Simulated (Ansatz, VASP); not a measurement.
# Ga12Ge13O44 (amorphous 32Ga2O3-68GeO2 (mol %)): VASP beside Ansatz, part 2 of 3

Wanted: the spread between two codes on one cell, functional and k mesh. The cell is taken from a series of runs on this material, whose earlier steps may have relaxed, scaled, displaced or heated it; both programs get it as it stands.

VASP 6.6.1 and Ansatz 0.2.0.

So far. Step 2 (VASP: single point, PBE, pair 1): The run ends at a pressure of -0.31 GPa, with forces up to 2.6 eV/Å.

**4. Differences**

Known differences besides the potentials themselves: the cutoff is 420 eV in Ansatz and 520 eV in VASP (PREC = Accurate, projectors in real space). Total energies have different zeros and are not compared.

Both answers:

```csv
quantity,Ansatz,VASP,difference
gap on the k mesh (eV),1.218,1.187,+0.032
```

Forces on 8 of the 69 atoms, those with the largest forces and the largest differences (eV/Å; atoms numbered as in POSCAR):

```csv
atom,"Ansatz x, y, z","VASP x, y, z"
O34,"1.933, -0.546, -0.870","1.847, -0.503, -0.825"
O43,"2.032, -1.133, 0.152","1.957, -1.119, 0.132"
O49,"0.491, -2.558, 0.100","0.484, -2.453, 0.071"
O50,"2.215, -0.513, 0.817","2.138, -0.493, 0.786"
O51,"-2.311, 0.699, 1.056","-2.235, 0.675, 1.037"
O59,"-0.806, -1.217, -1.983","-0.795, -1.181, -1.929"
O61,"-1.188, -1.400, 1.244","-1.161, -1.349, 1.205"
O63,"0.473, -1.934, -0.709","0.436, -1.856, -0.654"
```

The forces differ by 33 meV/Å r.m.s., which is 3.8 % of the r.m.s. force of 0.866 eV/Å (both taken over all components). A gap on the mesh is an upper bound, since the band edges may lie between its points.

**5. VASP: single point, PBE, pair 2**

With cell and atoms fixed, the geometry can't cause a difference; cores, projectors, grids and the points listed under the comparison can.

INCAR

```
SYSTEM = Ga12Ge13O44
PREC = Accurate
ENCUT = 600
EDIFF = 1E-06
NELM = 120
ISMEAR = -1
SIGMA = 0.05
LREAL = Auto
ALGO = Normal
GGA = PE
NBANDS = 352
LORBIT = 11
LWAVE = .FALSE.
LCHARG = .FALSE.
ISIF = 2
LASPH = .TRUE.
GGA_COMPAT = .FALSE.
EFERMI = MIDGAP
NCORE = 2
```

POSCAR

```
Ga12Ge13O44
1.0
   10.1438000000      0.0000000000      0.0000000000
    0.0000000000     10.1438000000      0.0000000000
    0.0000000000      0.0000000000     10.1438000000
Ga Ge O
12 13 44
Direct
    0.3446300000      0.1006600000      0.4287200000
    0.3463000000      0.6843500000      0.3381800000
    0.6345400000      0.9071900000      0.3883100000
    0.5165200000      0.7861300000      0.6235800000
    0.8262500000      0.9610600000      0.5958200000
    0.6668300000      0.6209200000      0.4676300000
    0.6312800000      0.3729300000      0.9789100000
    0.7039600000      0.5499100000      0.7579600000
    0.8074300000      0.2108800000      0.8311100000
    0.1459300000      0.1523800000      0.1881400000
    0.5486200000      0.4579700000      0.2186200000
    0.6971500000      0.0660800000      0.1005100000
    0.9038700000      0.7068100000      0.2649100000
    0.5704000000      0.1409900000      0.6354400000
    0.3756000000      0.9906400000      0.8324500000
    0.0612500000      0.0164800000      0.8979700000
    0.8476100000      0.7872000000      0.9633100000
    0.8780600000      0.1663400000      0.3466500000
    0.4486900000      0.3925300000      0.5181500000
    0.3670200000      0.4990800000      0.8074900000
    0.4012700000      0.9521700000      0.1628800000
    0.9311600000      0.4655000000      0.4801100000
    0.0969300000      0.8773800000      0.4614100000
    0.3082200000      0.4087600000      0.1019400000
    0.2119100000      0.5748700000      0.5796900000
    0.3416300000      0.5374200000      0.4650100000
    0.5781600000      0.4691700000      0.3979400000
    0.2381900000      0.9719100000      0.4916400000
    0.3767300000      0.5434700000      0.2031500000
    0.0043600000      0.8442200000      0.3133100000
    0.9582700000      0.5515100000      0.3294700000
    0.8088200000      0.5528100000      0.5716800000
    0.7879300000      0.0323300000      0.4247700000
    0.0462600000      0.1260400000      0.3383700000
    0.4941700000      0.7660300000      0.4312900000
    0.3643300000      0.2771900000      0.4198700000
    0.7644400000      0.3902000000      0.8332200000
    0.3418000000      0.3939900000      0.6686300000
    0.7950600000      0.1857500000      0.1975900000
    0.9180900000      0.6889400000      0.0930500000
    0.2765700000      0.6362000000      0.7316800000
    0.0749000000      0.4673300000      0.5813500000
    0.4665200000      0.3257600000      0.1023700000
    0.9917200000      0.8974200000      0.5982400000
    0.8700500000      0.3036200000      0.4582600000
    0.4503800000      0.1327800000      0.7612900000
    0.5694400000      0.9817900000      0.2255000000
    0.7618000000      0.6988300000      0.8428600000
    0.3250500000      0.8045000000      0.2015900000
    0.7347700000      0.0950700000      0.6947600000
    0.3153600000      0.0839700000      0.2434100000
    0.2068400000      0.0043000000      0.8003200000
    0.5714800000      0.6081400000      0.6332600000
    0.7536500000      0.9079400000      0.0425100000
    0.6742000000      0.1871400000      0.9610200000
    0.5323200000      0.4980900000      0.8661300000
    0.6887600000      0.4786700000      0.1142000000
    0.7375500000      0.7334300000      0.3302900000
    0.5125700000      0.0396600000      0.5003300000
    0.1060000000      0.0319000000      0.0631100000
    0.1696500000      0.3297300000      0.1632000000
    0.1836200000      0.7155100000      0.4660400000
    0.4493600000      0.8468200000      0.7733500000
    0.2622800000      0.4599000000      0.9413200000
    0.4273300000      0.0003300000      0.9995500000
    0.9761400000      0.8658800000      0.8722500000
    0.6869400000      0.8445400000      0.5678500000
    0.5885800000      0.3082700000      0.5962300000
    0.9754100000      0.1544200000      0.8345300000
```

KPOINTS

```
Automatic mesh
0
Gamma
1 1 1
0 0 0
```

PAW data sets: Ga_d, Ge_d and O (PBE family, release 64).

Run with:

```
> mpirun -np 8 vasp_gam
```

Numbers of over 12 decimals in the logs are rounded to 6 here.

The program printed:

```text
[... set-up lines as in an earlier step ...]
 entering main loop
       N       E                     dE             d eps       ncg     rms          rms(c)
DAV:   1     0.190903514595E+05    0.19090E+05   -0.23035E+05   880   0.447E+03
DAV:   2     0.504015666606E+04   -0.14050E+05   -0.12901E+05   704   0.137E+03
DAV:   3     0.412373375147E+03   -0.46278E+04   -0.43737E+04   864   0.439E+02
DAV:   4    -0.408550757438E+03   -0.82092E+03   -0.79920E+03   848   0.198E+02
[...]
DAV:  18    -0.420635202878E+03   -0.19980E-05   -0.32304E-05   936   0.313E-02    0.497E-03
DAV:  19    -0.420635203474E+03   -0.59549E-06   -0.14612E-05   744   0.163E-02    0.301E-03
DAV:  20    -0.420635203421E+03    0.52663E-07   -0.42549E-06   536   0.119E-02
   1 F= -.42063520E+03 E0= -.42063520E+03  d E =-.681181E-07
```

From OUTCAR (step 5):

```text
 POSITION                                       TOTAL-FORCE (eV/Angst)
 -----------------------------------------------------------------------------------
      3.49586      1.02107      4.34885        -0.076461      0.083236     -0.048084
      3.51280      6.94191      3.43043        -0.017442     -0.065844     -0.071560
      6.43665      9.20235      3.93894         0.027501      0.042264     -0.023412
      5.23948      7.97435      6.32547        -0.049234      0.015567      0.151428
      8.38131      9.74880      6.04388         0.040703     -0.039180     -0.012805
      6.76419      6.29849      4.74355         0.026505      0.011112      0.012093
      6.40358      3.78293      9.92987        -0.012885      0.016998      0.040039
      7.14083      5.57818      7.68859         0.064296      0.005630      0.103436
      8.19041      2.13912      8.43061         0.130743      0.043214      0.098259
      1.48028      1.54571      1.90845        -0.049692      0.048069     -0.123749
      5.56509      4.64556      2.21764         0.003109     -0.029866     -0.087634
      7.07175      0.67030      1.01955         0.130367     -0.027517     -0.076380
      9.16868      7.16974      2.68719         0.073374     -0.071126     -0.131720
      5.78602      1.43017      6.44578        -0.059199      0.069662      0.047080
[...]
-----------------------------------------------------------------------------------
    total drift:                               -0.002544      0.009733      0.008469

  FREE ENERGIE OF THE ION-ELECTRON SYSTEM (eV)
  ---------------------------------------------------
  free  energy   TOTEN  =      -420.6352034210 eV

  energy  without entropy=     -420.6352033529  energy(sigma->0) =     -420.63520339

[... 1 part as in an earlier step ...]

[... 1 further part left out ...]
```

The run ends at a pressure of -1.24 GPa, with forces up to 0.20 eV/Å.

**6. Ansatz: single point, PBE, pair 2**

The same cell, functional, mesh and smearing now go to Ansatz, which takes its cutoff from its data sets.

The cell is taken from a series of runs on this material, whose earlier steps may have relaxed, scaled, displaced or heated it; both programs get it as it stands.

input.yaml

```yaml
crystal:
  lattice:
    - [10.1438, 0.0, 0.0]
    - [0.0, 10.1438, 0.0]
    - [0.0, 0.0, 10.1438]
  atoms:
    - { symbol: Ga, position: [0.34463, 0.10066, 0.42872] }
    - { symbol: Ga, position: [0.3463, 0.68435, 0.33818] }
    - { symbol: Ga, position: [0.63454, 0.90719, 0.38831] }
    - { symbol: Ga, position: [0.51652, 0.78613, 0.62358] }
    - { symbol: Ga, position: [0.82625, 0.96106, 0.59582] }
    - { symbol: Ga, position: [0.66683, 0.62092, 0.46763] }
    - { symbol: Ga, position: [0.63128, 0.37293, 0.97891] }
    - { symbol: Ga, position: [0.70396, 0.54991, 0.75796] }
    - { symbol: Ga, position: [0.80743, 0.21088, 0.83111] }
    - { symbol: Ga, position: [0.14593, 0.15238, 0.18814] }
    - { symbol: Ga, position: [0.54862, 0.45797, 0.21862] }
    - { symbol: Ga, position: [0.69715, 0.06608, 0.10051] }
    - { symbol: Ge, position: [0.90387, 0.70681, 0.26491] }
    - { symbol: Ge, position: [0.5704, 0.14099, 0.63544] }
    - { symbol: Ge, position: [0.3756, 0.99064, 0.83245] }
    - { symbol: Ge, position: [0.06125, 0.01648, 0.89797] }
    - { symbol: Ge, position: [0.84761, 0.7872, 0.96331] }
    - { symbol: Ge, position: [0.87806, 0.16634, 0.34665] }
    - { symbol: Ge, position: [0.44869, 0.39253, 0.51815] }
    - { symbol: Ge, position: [0.36702, 0.49908, 0.80749] }
    - { symbol: Ge, position: [0.40127, 0.95217, 0.16288] }
    - { symbol: Ge, position: [0.93116, 0.4655, 0.48011] }
    - { symbol: Ge, position: [0.09693, 0.87738, 0.46141] }
    - { symbol: Ge, position: [0.30822, 0.40876, 0.10194] }
    - { symbol: Ge, position: [0.21191, 0.57487, 0.57969] }
    - { symbol: O, position: [0.34163, 0.53742, 0.46501] }
    - { symbol: O, position: [0.57816, 0.46917, 0.39794] }
    - { symbol: O, position: [0.23819, 0.97191, 0.49164] }
    - { symbol: O, position: [0.37673, 0.54347, 0.20315] }
    - { symbol: O, position: [0.00436, 0.84422, 0.31331] }
    - { symbol: O, position: [0.95827, 0.55151, 0.32947] }
    - { symbol: O, position: [0.80882, 0.55281, 0.57168] }
    - { symbol: O, position: [0.78793, 0.03233, 0.42477] }
    - { symbol: O, position: [0.04626, 0.12604, 0.33837] }
    - { symbol: O, position: [0.49417, 0.76603, 0.43129] }
    - { symbol: O, position: [0.36433, 0.27719, 0.41987] }
    - { symbol: O, position: [0.76444, 0.3902, 0.83322] }
    - { symbol: O, position: [0.3418, 0.39399, 0.66863] }
    - { symbol: O, position: [0.79506, 0.18575, 0.19759] }
    - { symbol: O, position: [0.91809, 0.68894, 0.09305] }
    - { symbol: O, position: [0.27657, 0.6362, 0.73168] }
    - { symbol: O, position: [0.0749, 0.46733, 0.58135] }
    - { symbol: O, position: [0.46652, 0.32576, 0.10237] }
    - { symbol: O, position: [0.99172, 0.89742, 0.59824] }
    - { symbol: O, position: [0.87005, 0.30362, 0.45826] }
    - { symbol: O, position: [0.45038, 0.13278, 0.76129] }
    - { symbol: O, position: [0.56944, 0.98179, 0.2255] }
    - { symbol: O, position: [0.7618, 0.69883, 0.84286] }
    - { symbol: O, position: [0.32505, 0.8045, 0.20159] }
    - { symbol: O, position: [0.73477, 0.09507, 0.69476] }
    - { symbol: O, position: [0.31536, 0.08397, 0.24341] }
    - { symbol: O, position: [0.20684, 0.0043, 0.80032] }
    - { symbol: O, position: [0.57148, 0.60814, 0.63326] }
    - { symbol: O, position: [0.75365, 0.90794, 0.04251] }
    - { symbol: O, position: [0.6742, 0.18714, 0.96102] }
    - { symbol: O, position: [0.53232, 0.49809, 0.86613] }
    - { symbol: O, position: [0.68876, 0.47867, 0.1142] }
    - { symbol: O, position: [0.73755, 0.73343, 0.33029] }
    - { symbol: O, position: [0.51257, 0.03966, 0.50033] }
    - { symbol: O, position: [0.106, 0.0319, 0.06311] }
    - { symbol: O, position: [0.16965, 0.32973, 0.1632] }
    - { symbol: O, position: [0.18362, 0.71551, 0.46604] }
    - { symbol: O, position: [0.44936, 0.84682, 0.77335] }
    - { symbol: O, position: [0.26228, 0.4599, 0.94132] }
    - { symbol: O, position: [0.42733, 0.00033, 0.99955] }
    - { symbol: O, position: [0.97614, 0.86588, 0.87225] }
    - { symbol: O, position: [0.68694, 0.84454, 0.56785] }
    - { symbol: O, position: [0.58858, 0.30827, 0.59623] }
    - { symbol: O, position: [0.97541, 0.15442, 0.83453] }
kpoints:
  mp_grid: { grid: [1, 1, 1] }
hamiltonian:
  xc: pbe
  pseudopotentials: { kind: paw, azcp: { folder: soft_1 } }
scf:
  occupations: { method: fermi_dirac, width: 0.05 }
output:
  forces: true
  stress: true
  populations: true
  dos:
    method: { smearing: { sigma: 0.15 } }
    de: 0.1
    projected: { site_lists: { Ga: [Ga], Ge: [Ge], O: [O] } }
  eigenvalues: true
```

Run with:

```
> ansatz run input.yaml --threads 4 --pin off --max-ram 8192MiB --backend cpu --events-out ev --progress --plain --runs-dir out
```

The program printed:

```text
[...]
Crystal: 69 atoms, lattice volume = 1043.763 Å³
Basis set: ecut = 420 eV, 20341 PW (Γ), exchange–correlation on 144×144×144 points (8 copies of the dense FFT grid, shifted against one another)
Bands: 370, of which v1, the nominal top of the filled ones, is band 301 counted from 1 (300 counted from 0)
Symmetry: 1 space group operations
[...]
k-points: 1
[...]
--- Löwdin populations: 69 sites ---
  site symbol       q [e]
     0     Ga     11.8919
     1     Ga     11.8952
     2     Ga     11.9344
     3     Ga     11.9121
     4     Ga     11.8699
     5     Ga     11.9372
     6     Ga     11.9058
     7     Ga     11.8804
[...]
65      O      6.6788
    66      O      6.6926
    67      O      6.6505
    68      O      6.6948
  spilling = 0.004801 (of n_electrons = 602.000000)
[key lines of the parts left out:]
SCF converged after 14 iterations
Free energy (F): -126197.727689 eV
Fermi energy:    4.502687 eV
P = ⅓ Tr σ = -1.0740 GPa (-10.740 kbar)
```

**7. Differences**

What differs besides the data sets and the points named for the pairs above, as far as they apply: the cutoff is 420 eV in Ansatz and 600 eV in VASP (PREC = Accurate, projectors in real space). Total energies have different zeros and are not compared.

Both answers:

```csv
quantity,Ansatz,VASP,difference
pressure (GPa),-1.07,-1.24,+0.17
gap on the k mesh (eV),1.815,1.783,+0.032
```

Forces on 10 of the 69 atoms, those with the largest forces and the largest differences (eV/Å; atoms numbered as in POSCAR):

```csv
atom,"Ansatz x, y, z","VASP x, y, z"
Ga9,"0.093, 0.037, 0.107","0.131, 0.043, 0.098"
Ge20,"-0.039, -0.056, 0.139","-0.052, -0.069, 0.169"
O28,"-0.070, -0.082, -0.021","-0.112, -0.121, -0.028"
O33,"-0.049, -0.049, 0.044","-0.021, 0.004, 0.007"
O40,"-0.033, 0.020, 0.164","-0.050, 0.047, 0.179"
O46,"0.106, -0.029, -0.112","0.118, -0.063, -0.127"
O48,"-0.013, -0.007, -0.018","0.023, 0.036, 0.034"
O50,"-0.104, -0.022, -0.109","-0.137, -0.016, -0.121"
O51,"0.106, -0.103, 0.025","0.137, -0.144, -0.013"
O57,"-0.034, -0.009, 0.043","0.027, 0.034, 0.060"
```

The forces differ by 26 meV/Å r.m.s., which is 38.7 % of the r.m.s. force of 0.067 eV/Å (both taken over all components). A gap on the mesh is an upper bound, since the band edges may lie between its points.

**8. Ansatz: single point, PBE, pair 3**

With cell and atoms fixed, the geometry can't cause a difference; cores, projectors, grids and the points listed under the comparison can.

The cell is taken from a series of runs on this material, whose earlier steps may have relaxed, scaled, displaced or heated it; both programs get it as it stands.

input.yaml

```yaml
crystal:
  lattice:
    - [10.1438, 0.0, 0.0]
    - [0.0, 10.1438, 0.0]
    - [0.0, 0.0, 10.1438]
  atoms:
    - { symbol: Ga, position: [0.34481, 0.10205, 0.42664] }
    - { symbol: Ga, position: [0.34887, 0.68441, 0.33861] }
    - { symbol: Ga, position: [0.63329, 0.90875, 0.38972] }
    - { symbol: Ga, position: [0.51754, 0.78584, 0.62546] }
    - { symbol: Ga, position: [0.82647, 0.96242, 0.5935] }
    - { symbol: Ga, position: [0.66829, 0.62407, 0.46854] }
    - { symbol: Ga, position: [0.62409, 0.36632, 0.97234] }
    - { symbol: Ga, position: [0.70842, 0.54783, 0.75569] }
    - { symbol: Ga, position: [0.8083, 0.20831, 0.82962] }
    - { symbol: Ga, position: [0.14508, 0.15307, 0.18416] }
    - { symbol: Ga, position: [0.54577, 0.4519, 0.22161] }
    - { symbol: Ga, position: [0.69313, 0.06765, 0.10287] }
    - { symbol: Ge, position: [0.90559, 0.7095, 0.26896] }
    - { symbol: Ge, position: [0.56923, 0.14005, 0.63513] }
    - { symbol: Ge, position: [0.37631, 0.98909, 0.83311] }
    - { symbol: Ge, position: [0.06146, 0.01489, 0.89557] }
    - { symbol: Ge, position: [0.84895, 0.78712, 0.96803] }
    - { symbol: Ge, position: [0.87286, 0.1716, 0.34643] }
    - { symbol: Ge, position: [0.45042, 0.39221, 0.51757] }
    - { symbol: Ge, position: [0.36685, 0.49952, 0.80574] }
    - { symbol: Ge, position: [0.39954, 0.95099, 0.16225] }
    - { symbol: Ge, position: [0.93249, 0.46707, 0.48264] }
    - { symbol: Ge, position: [0.09834, 0.87812, 0.46352] }
    - { symbol: Ge, position: [0.30827, 0.40975, 0.09931] }
    - { symbol: Ge, position: [0.21436, 0.57608, 0.57817] }
    - { symbol: O, position: [0.34375, 0.53707, 0.46346] }
    - { symbol: O, position: [0.58213, 0.47006, 0.3979] }
    - { symbol: O, position: [0.23402, 0.97906, 0.49323] }
    - { symbol: O, position: [0.37989, 0.54201, 0.20213] }
    - { symbol: O, position: [0.0071, 0.84569, 0.31509] }
    - { symbol: O, position: [0.95552, 0.5526, 0.33176] }
    - { symbol: O, position: [0.80977, 0.55433, 0.57442] }
    - { symbol: O, position: [0.78655, 0.034, 0.42322] }
    - { symbol: O, position: [0.03908, 0.12856, 0.33014] }
    - { symbol: O, position: [0.49584, 0.76556, 0.43292] }
    - { symbol: O, position: [0.37106, 0.27768, 0.41438] }
    - { symbol: O, position: [0.76111, 0.3865, 0.83206] }
    - { symbol: O, position: [0.3435, 0.39419, 0.66666] }
    - { symbol: O, position: [0.78039, 0.19491, 0.20243] }
    - { symbol: O, position: [0.91926, 0.69019, 0.09735] }
    - { symbol: O, position: [0.28023, 0.63762, 0.72916] }
    - { symbol: O, position: [0.0769, 0.47029, 0.58166] }
    - { symbol: O, position: [0.46806, 0.32544, 0.09953] }
    - { symbol: O, position: [0.99043, 0.89633, 0.59804] }
    - { symbol: O, position: [0.87124, 0.3055, 0.46144] }
    - { symbol: O, position: [0.44896, 0.13187, 0.76039] }
    - { symbol: O, position: [0.56767, 0.98061, 0.226] }
    - { symbol: O, position: [0.75727, 0.69034, 0.85814] }
    - { symbol: O, position: [0.32706, 0.8021, 0.20143] }
    - { symbol: O, position: [0.73356, 0.09433, 0.69328] }
    - { symbol: O, position: [0.31265, 0.08174, 0.24272] }
    - { symbol: O, position: [0.20729, 0.99568, 0.79996] }
    - { symbol: O, position: [0.57372, 0.60799, 0.63466] }
    - { symbol: O, position: [0.75857, 0.91137, 0.04764] }
    - { symbol: O, position: [0.6739, 0.18405, 0.95944] }
    - { symbol: O, position: [0.53182, 0.49801, 0.86677] }
    - { symbol: O, position: [0.6881, 0.47457, 0.11125] }
    - { symbol: O, position: [0.73859, 0.7355, 0.33129] }
    - { symbol: O, position: [0.51145, 0.03852, 0.50042] }
    - { symbol: O, position: [0.10623, 0.0303, 0.06075] }
    - { symbol: O, position: [0.17192, 0.33, 0.16247] }
    - { symbol: O, position: [0.18806, 0.718, 0.46629] }
    - { symbol: O, position: [0.45493, 0.84729, 0.77605] }
    - { symbol: O, position: [0.26261, 0.46078, 0.93948] }
    - { symbol: O, position: [0.42671, 0.00216, 0.00044] }
    - { symbol: O, position: [0.97026, 0.86673, 0.8695] }
    - { symbol: O, position: [0.68781, 0.84463, 0.56824] }
    - { symbol: O, position: [0.58915, 0.30693, 0.59566] }
    - { symbol: O, position: [0.97605, 0.15238, 0.83122] }
kpoints:
  mp_grid: { grid: [1, 1, 1] }
hamiltonian:
  xc: pbe
  pseudopotentials: { kind: paw, azcp: { folder: soft_1 } }
scf:
  occupations: { method: fermi_dirac, width: 0.05 }
output:
  forces: true
  stress: true
  populations: true
  dos:
    method: { smearing: { sigma: 0.15 } }
    de: 0.1
    projected: { site_lists: { Ga: [Ga], Ge: [Ge], O: [O] } }
  eigenvalues: true
```

The program printed:

```text
[...]
Crystal: 69 atoms, lattice volume = 1043.763 Å³
Basis set: ecut = 420 eV, 20341 PW (Γ), exchange–correlation on 144×144×144 points (8 copies of the dense FFT grid, shifted against one another)
Bands: 370, of which v1, the nominal top of the filled ones, is band 301 counted from 1 (300 counted from 0)
Symmetry: 1 space group operations
[...]
k-points: 1
[...]
--- Löwdin populations: 69 sites ---
  site symbol       q [e]
     0     Ga     11.8888
     1     Ga     11.8924
     2     Ga     11.9322
     3     Ga     11.9120
     4     Ga     11.8701
     5     Ga     11.9348
     6     Ga     11.9160
     7     Ga     11.8806
[...]
65      O      6.6811
    66      O      6.6948
    67      O      6.6484
    68      O      6.6963
  spilling = 0.004805 (of n_electrons = 602.000000)
[key lines of the parts left out:]
SCF converged after 14 iterations
Free energy (F): -126197.498964 eV
Fermi energy:    4.869722 eV
P = ⅓ Tr σ = -0.8274 GPa (-8.274 kbar)
```

[end of part 2 of 3]

[Lines on the potential files, build, host, timing and source positions are cut from VASP's logs without a mark.]

[Logs are printed without paths, hosts, clocks, repeated set-up lines and the standing remarks that a program may print on its own settings, such as how far it seeks lower states.]

[Hosts, paths, dates, database ids (printed as entryN), source tags and the programs' standing remarks are cut or masked in the printed files.]
